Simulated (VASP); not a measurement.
Runs of VASP 6.6.1 on MoS2. It takes space group P6_3/mmc (No. 194, hexagonal). The conventional cell has a = 3.161 Å, b = 3.161 Å, c = 13.770 Å, α = 90.00°, β = 90.00°, γ = 120.00°. Mo (site symmetry -6m2) is surrounded by 6 S at 2.40 Å. S (site symmetry 3m) is surrounded by 3 Mo at 2.40 Å. The cell was built by a generator and needn't be a form met in nature.

| level | further INCAR settings | gap on the mesh (eV) | pressure (GPa) | largest force (eV/Å) |
| --- | --- | --- | --- | --- |
| PBE+D3(BJ) | ALGO = Fast; EDIFF = 1e-06 | 1.52 | -1.3 | (a) |
| optB88-vdW | ALGO = Fast; EDIFF = 1e-06 | 1.48 | 2.4 | (b) |
| PBE | ALGO = Fast; EDIFF = 1e-06 | 1.52 | 1.7 | 0.08 |
| PBE+TS | ALGO = Fast; EDIFF = 1e-06 | 1.52 | -0.8 | 0.11 |
| rev-vdW-DF2 | ALGO = Fast; EDIFF = 1e-06 | 1.47 | 0.3 | 0.19 |
| vdW-DF | ALGO = Fast; EDIFF = 1e-06 | 1.51 | 6.5 | 0.65 |
| SCAN+rVV10 | ALGO = Normal; EDIFF = 1e-06 | 1.63 | (c) | 0.08 |

Alike in all rows: task single point; potentials or basis VASP PAW PBE potentials, release 64 (Mo_sv, S); no spin polarisation; cell as given; k mesh 8 × 8 × 2; cutoff (eV) 520; smearing fermi-dirac 0.05 eV.

Question: Fill in the values left out.

Answer: (a) 0.06; (b) 0.37; (c) -0.9.

Caveats: the PAW data sets were made with another functional, which shifts forces and pressure a little (some runs); this functional lacks dispersion, which binds the layers, so the pressure and a relaxed spacing across them are unreliable (some runs).

A k mesh can miss the band edges, and the runs leave out spin-orbit coupling on Mo.
